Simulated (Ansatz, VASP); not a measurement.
# One calculation of TiPd, two programs

```
Ti Pd
1.0
     3.08460    0.00000    0.00000
     0.00000    3.08460    0.00000
     0.00000    0.00000    3.08460
Ti Pd
1 1
Direct
  0.50000 0.50000 0.50000
  0.00000 0.00000 0.00000
```

Change from the starting cell: strain -0.030 along x and y, -0.030 along z, atoms carried along.

Alike in both runs: task single point; functional LDA; k mesh 16 × 16 × 16; occupations gaussian, width 0.15 eV; no spin polarisation.

|  | VASP | Ansatz |
| --- | --- | --- |
| version | VASP 6.6.1 | Ansatz 0.2.0 |
| potentials or method | VASP PAW LDA potentials, release 64 (Ti_sv, Pd) | scalar-relativistic, plane waves, PAW |
| plane-wave cutoff (eV) | 520 | 420 |
| valence electrons in the cell | 22 | 30 |

Ansatz gave:

| Property | Result |
| --- | --- |
| gap on the k mesh at the Fermi level (eV) | none |
| pressure (GPa) | 3.2 |

**Question.** Which values does VASP return?

**Answer.** gap on the k mesh at the Fermi level (eV): none; pressure (GPa): 3.6.

A gap of «none» marks a metal or a gap that the smearing closes. The two sets of potentials don't hold the same shells in valence.
